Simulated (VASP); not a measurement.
Consider the following.

```
CELL_PARAMETERS angstrom
      1.87458    -3.24687     0.00000
      1.87458     3.24687     0.00000
      0.00000     0.00000     5.02357
ATOMIC_POSITIONS crystal
  Pt 0.00000 0.00000 0.00000
  Se 0.33333 0.66667 0.25239
  Se 0.66667 0.33333 0.74761
```

Level of theory: AM05 GGA, VASP's PBE PAW potentials (set 64) (plane waves; VASP 6.6.1). Numerical set-up: 520 eV cut-off, Gaussian smearing of 0.050 eV, potentials Pt Se.

Without a dispersion term in the relaxation, distances and binding between the weakly bound layers, chains or molecules are unreliable, and so is what depends on them.

### Question
Give the energies of bands 3 to 14 at the high-symmetry points, in eV from the Fermi level.

### Answer

```json
[
 {"band": "3", "Γ": "-7.19", "M": "-7.32", "K": "-6.97", "A": "-6.42", "L": "-7.68", "H": "-6.49"},
 {"band": "4", "Γ": "-6.48", "M": "-5.80", "K": "-6.12", "A": "-6.42", "L": "-6.03", "H": "-6.49"},
 {"band": "5", "Γ": "-6.48", "M": "-5.32", "K": "-6.12", "A": "-5.39", "L": "-5.92", "H": "-6.32"},
 {"band": "6", "Γ": "-4.02", "M": "-4.21", "K": "-4.76", "A": "-4.06", "L": "-4.91", "H": "-4.53"},
 {"band": "7", "Γ": "-4.02", "M": "-3.77", "K": "-4.76", "A": "-4.06", "L": "-3.56", "H": "-4.53"},
 {"band": "8", "Γ": "-2.61", "M": "-3.63", "K": "-3.80", "A": "-2.98", "L": "-3.54", "H": "-4.25"},
 {"band": "9", "Γ": "-1.14", "M": "-3.52", "K": "-2.66", "A": "-1.80", "L": "-3.26", "H": "-3.68"},
 {"band": "10", "Γ": "-1.14", "M": "-3.45", "K": "-1.89", "A": "-1.60", "L": "-2.89", "H": "-2.57"},
 {"band": "11", "Γ": "0.42", "M": "-3.04", "K": "-1.89", "A": "-1.60", "L": "-1.38", "H": "-2.57"},
 {"band": "12", "Γ": "1.29", "M": "0.53", "K": "-0.10", "A": "2.19", "L": "0.83", "H": "1.95"},
 {"band": "13", "Γ": "1.29", "M": "2.26", "K": "-0.10", "A": "2.19", "L": "1.38", "H": "1.95"},
 {"band": "14", "Γ": "3.43", "M": "4.67", "K": "3.92", "A": "4.71", "L": "4.49", "H": "6.36"}
]
```

It has no gap at this level: it comes out as a metal or semimetal.

The compound is PtSe2 in the 1T layered structure. It was relaxed first.
